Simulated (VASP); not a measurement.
These are PBE GGA, VASP's PBE PAW potentials (set 64) (plane waves; VASP) values and carry that method's errors.

VASP input:

**INCAR**
```
SYSTEM = LiH
PREC = Accurate
ENCUT = 400
EDIFF = 1E-6
NELM = 100
ALGO = Normal
LREAL = .FALSE.
LASPH = .TRUE.
ISMEAR = 0
SIGMA = 0.01
GGA = PE
LWAVE = .FALSE.
LCHARG = .FALSE.
ISIF = 2
```

File KPOINTS:
```
Automatic mesh
0
Gamma
  11 11 11
```

### POSCAR
```
LiH
1
    0.0000000000     1.9792940000     1.9792940000
    1.9792940000     0.0000000000     1.9792940000
    1.9792940000     1.9792940000     0.0000000000
Li H
1 1
Direct
  0.0000000000   0.0000000000   0.0000000000
  0.5000000000   0.5000000000   0.5000000000
```

POTCAR, in this order: Li_sv H (PBE.64 set). Program: vasp_std.

Output

### OSZICAR
```
       N       E                     dE             d eps       ncg     rms          rms(c)
DAV:   1    -0.217743922142E+01   -0.21774E+01   -0.13451E+03   696   0.507E+02
DAV:   2    -0.635204152830E+01   -0.41746E+01   -0.40125E+01   954   0.616E+01
DAV:   3    -0.640376183785E+01   -0.51720E-01   -0.51720E-01   786   0.643E+00
DAV:   4    -0.640434045620E+01   -0.57862E-03   -0.57862E-03   930   0.588E-01
DAV:   5    -0.640434274181E+01   -0.22856E-05   -0.22856E-05   792   0.281E-02    0.296E+00
DAV:   6    -0.621303238846E+01    0.19131E+00   -0.15522E-01   774   0.180E+00    0.150E+00
DAV:   7    -0.615145140545E+01    0.61581E-01   -0.20470E-01   834   0.233E+00    0.218E-01
DAV:   8    -0.615337744868E+01   -0.19260E-02   -0.56248E-03   798   0.672E-01    0.360E-02
DAV:   9    -0.615340689803E+01   -0.29449E-04   -0.19273E-04   984   0.801E-02    0.110E-02
DAV:  10    -0.615340209411E+01    0.48039E-05   -0.54080E-06   762   0.194E-02    0.159E-03
DAV:  11    -0.615340326386E+01   -0.11698E-05   -0.22387E-07   414   0.502E-03    0.598E-04
DAV:  12    -0.615340425640E+01   -0.99254E-06   -0.36853E-08   336   0.196E-03
   1 F= -.61534043E+01 E0= -.61534043E+01  d E =0.000000E+00
```

OUTCAR:
```
------------------------ aborting loop because EDIFF is reached ----------------------------------------
  FORCE on cell =-STRESS in cart. coord.  units (eV):
  Direction    XX          YY          ZZ          XY          YZ          ZX
  --------------------------------------------------------------------------------------
  Total       -0.2332748     -0.2332748     -0.2332748      0.0000000      0.0000000      0.0000000
  in kB      -24.1000215    -24.1000215    -24.1000215      0.0000000      0.0000000      0.0000000
  external PRESSURE =     -24.1000215 kB  Pullay stress =       0.0000000 kB
  volume of cell :       15.51
      direct lattice vectors                 reciprocal lattice vectors
     0.000000000  1.979294000  1.979294000    -0.252615326  0.252615326  0.252615326
     1.979294000  0.000000000  1.979294000     0.252615326 -0.252615326  0.252615326
     1.979294000  1.979294000  0.000000000     0.252615326  0.252615326 -0.252615326
  FREE ENERGIE OF THE ION-ELECTRON SYSTEM (eV)
  ---------------------------------------------------
  free  energy   TOTEN  =        -6.1534042564 eV

  energy  without entropy=       -6.1534042564  energy(sigma->0) =       -6.15340426
```
(Selected blocks of OUTCAR.)

At this cut-off the stress carries a Pulay error, which pulls relaxed volumes low.

The structure comes from a computed database's LiH entry; how it stands against other phases isn't given here. The cell was not relaxed at this level. The run is one of a series of settings (AEXX removed, HFSCREEN removed, ISYM removed, LHFCALC removed, PRECFOCK removed against the base run), some of them coarse on purpose.
